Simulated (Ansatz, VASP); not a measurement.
# Cross-check of Na2Cd11 (Na2Cd11 (Pm-3)) between VASP and Ansatz, part 2 of 2

Aim: how closely do two programs agree when they are given the same cell, functional and k mesh? The structure shown is the end of the Ansatz relaxation below.

VASP 6.6.1 and Ansatz 0.2.0.

So far: The starting structure; Ansatz: relaxation, PBEsol.

### 3. VASP: single point, PBEsol

Level of this step: PBEsol; plane waves and PAW (Na_pv, Cd) (VASP).

The same cell, functional, mesh and smearing now go to VASP, with its own data sets.

Lines of VASP's logs that name or quote its potential files are left out, and so is its time.

The input, INCAR:

```
SYSTEM = Na2Cd11
PREC = Accurate
ENCUT = 500
EDIFF = 1E-06
NELM = 120
ISMEAR = -1
SIGMA = 0.05
LREAL = Auto
ALGO = Normal
GGA = PS
NBANDS = 256
LORBIT = 11
LWAVE = .FALSE.
LCHARG = .FALSE.
ISIF = 2
LASPH = .TRUE.
GGA_COMPAT = .FALSE.
KPAR = 4
```

The input, POSCAR:

```
Na2Cd11
1.0
    9.5173981673      0.0000000000      0.0000000000
    0.0000000000      9.5173981673      0.0000000000
    0.0000000000      0.0000000000      9.5173981673
Na Cd
6 33
Direct
    0.5000000000      0.1981501997      0.0000000000
    0.5000000000      0.8018498003      0.0000000000
    0.0000000000      0.5000000000      0.1981501997
    0.0000000000      0.5000000000      0.8018498003
    0.1981501997      0.0000000000      0.5000000000
    0.8018498003      0.0000000000      0.5000000000
    0.0000000000      0.0000000000      0.0000000000
    0.7331871446      0.0000000000      0.1565721813
    0.2668128554      0.0000000000      0.8434278187
    0.2668128554      0.0000000000      0.1565721813
    0.7331871446      0.0000000000      0.8434278187
    0.1565721813      0.7331871446      0.0000000000
    0.8434278187      0.2668128554      0.0000000000
    0.1565721813      0.2668128554      0.0000000000
    0.8434278187      0.7331871446      0.0000000000
    0.0000000000      0.1565721813      0.7331871446
    0.0000000000      0.8434278187      0.2668128554
    0.0000000000      0.1565721813      0.2668128554
    0.0000000000      0.8434278187      0.7331871446
    0.5000000000      0.2684595523      0.5000000000
    0.5000000000      0.7315404477      0.5000000000
    0.5000000000      0.5000000000      0.2684595523
    0.5000000000      0.5000000000      0.7315404477
    0.2684595523      0.5000000000      0.5000000000
    0.7315404477      0.5000000000      0.5000000000
    0.0000000000      0.3410515275      0.5000000000
    0.0000000000      0.6589484725      0.5000000000
    0.5000000000      0.0000000000      0.3410515275
    0.5000000000      0.0000000000      0.6589484725
    0.3410515275      0.5000000000      0.0000000000
    0.6589484725      0.5000000000      0.0000000000
    0.7184305897      0.2815694103      0.2815694103
    0.2815694103      0.2815694103      0.7184305897
    0.2815694103      0.7184305897      0.2815694103
    0.7184305897      0.7184305897      0.7184305897
    0.2815694103      0.7184305897      0.7184305897
    0.7184305897      0.7184305897      0.2815694103
    0.7184305897      0.2815694103      0.7184305897
    0.2815694103      0.2815694103      0.2815694103
```

The input, KPOINTS:

```
Automatic mesh
0
Gamma
4 4 4
0 0 0
```

PAW data sets: Na_pv and Cd (PBE family, release 64).

On the command line:

```bash
> mpirun -np 4 vasp_std
```

Numbers of over 12 decimals in the logs are rounded to 6 here.

What it wrote:

```text
[banner, memory and clock lines left out]
running    4 mpi-ranks, on    1 nodes
[...]
|                                                                             |
|               ----> ADVICE to this user running VASP <----                  |
|                                                                             |
|     You enforced a specific xc type in the INCAR file but a different       |
|     [... a line on the potential file left out ...]
|     I HOPE YOU KNOW WHAT YOU ARE DOING!                                     |
|                                                                             |

 LDA part: xc-table for (Slater+PW92), standard interpolation
 POSCAR, INCAR and KPOINTS ok, starting setup
[...]
entering main loop
       N       E                     dE             d eps       ncg     rms          rms(c)
DAV:   1     0.424543163861E+04    0.42454E+04   -0.21824E+05  5680   0.176E+03
DAV:   2     0.217361015974E+03   -0.40281E+04   -0.39136E+04  5632   0.495E+02
DAV:   3    -0.465352966642E+02   -0.26390E+03   -0.25511E+03  5800   0.136E+02
DAV:   4    -0.548992221450E+02   -0.83639E+01   -0.81466E+01  6136   0.219E+01
[...]
DAV:  11    -0.511866882846E+02   -0.68281E-04   -0.19504E-04  5928   0.556E-02    0.274E-02
DAV:  12    -0.511866907173E+02   -0.24327E-05   -0.11419E-05  6136   0.129E-02    0.111E-02
DAV:  13    -0.511866902753E+02    0.44199E-06   -0.16295E-06  3304   0.508E-03
   1 F= -.51186690E+02 E0= -.51140287E+02  d E =-.928062E-01
```

Parts of OUTCAR (step 3):

```text
  Total        1.4827715      1.4827715      1.4827715     -0.0000000      0.0000000     -0.0000000
  in kB        2.7556882      2.7556882      2.7556882     -0.0000000      0.0000000     -0.0000000
  external PRESSURE =       2.7556882 kB  Pullay stress =       0.0000000 kB

 POSITION                                       TOTAL-FORCE (eV/Angst)
 -----------------------------------------------------------------------------------
      4.75870      1.88587      0.00000        -0.000000      0.002332      0.000000
      4.75870      7.63152      0.00000        -0.000000     -0.002332      0.000000
      0.00000      4.75870      1.88587        -0.000000      0.000000      0.002332
      0.00000      4.75870      7.63152        -0.000000      0.000000     -0.002332
      1.88587      0.00000      4.75870         0.002332      0.000000      0.000000
      7.63152      0.00000      4.75870        -0.002332      0.000000      0.000000
      0.00000      0.00000      0.00000        -0.000000      0.000000      0.000000
      6.97803      0.00000      1.49016        -0.007384      0.000000     -0.005906
      2.53936      0.00000      8.02724         0.007384      0.000000      0.005906
      2.53936      0.00000      1.49016         0.007384      0.000000     -0.005906
      6.97803      0.00000      8.02724        -0.007384      0.000000      0.005906
      1.49016      6.97803      0.00000        -0.005906     -0.007384      0.000000
      8.02724      2.53936      0.00000         0.005906      0.007384      0.000000
      1.49016      2.53936      0.00000        -0.005906      0.007384      0.000000
[...]
-----------------------------------------------------------------------------------
    total drift:                                0.000000      0.000000     -0.000000

  FREE ENERGIE OF THE ION-ELECTRON SYSTEM (eV)
  ---------------------------------------------------
  free  energy   TOTEN  =       -51.1866902753 eV

  energy  without entropy=      -51.0938841058  energy(sigma->0) =      -51.14028719

[... 2 further parts left out ...]
[key lines of the parts left out:]
E-fermi :   2.3596
```

The run ends at a pressure of 0.28 GPa, with forces up to 0.0095 eV/Å.

### 4. Side by side

Known differences besides the potentials themselves: the data sets hold 714 valence electrons in Ansatz (on its default PAW (the set named soft_2) files) and 438 in VASP; the cutoff is 420 eV in Ansatz and 500 eV in VASP (PREC = Accurate, projectors in real space); Ansatz makes its cores anew for this functional, VASP keeps those of its PBE data sets; Ansatz's pressure holds a Pulay correction, VASP's none. Total energies have different zeros and are not compared.

Compared:

```tsv
quantity	Ansatz	VASP	difference
pressure (GPa)	-0.03	0.28	-0.30
```

At this near-relaxed geometry the largest component of a force difference is 11 meV/Å.

### 5. Summary of results

| Item | Value |
| --- | --- |
| difference in pressure (single point, PBEsol) | -0.30 GPa |

In words: The difference in pressure is -0.30 GPa (single point, PBEsol), within the 1 GPa picked in this series as the mark of a large difference. The data sets hold unlike numbers of valence electrons (714 in Ansatz and 438 in VASP), so part of the differences comes from the potentials. How closely two codes agree says nothing of how well the functional describes the real material.

[Lines on the potential files, build, host, timing and source positions are cut from VASP's logs without a mark.]

[Logs are printed without paths, hosts, clocks, repeated set-up lines and the standing remarks that a program may print on its own settings, such as how far it seeks lower states.]

[Hosts, paths, dates, database ids (printed as entryN), source tags and the programs' standing remarks are cut or masked in the printed files.]
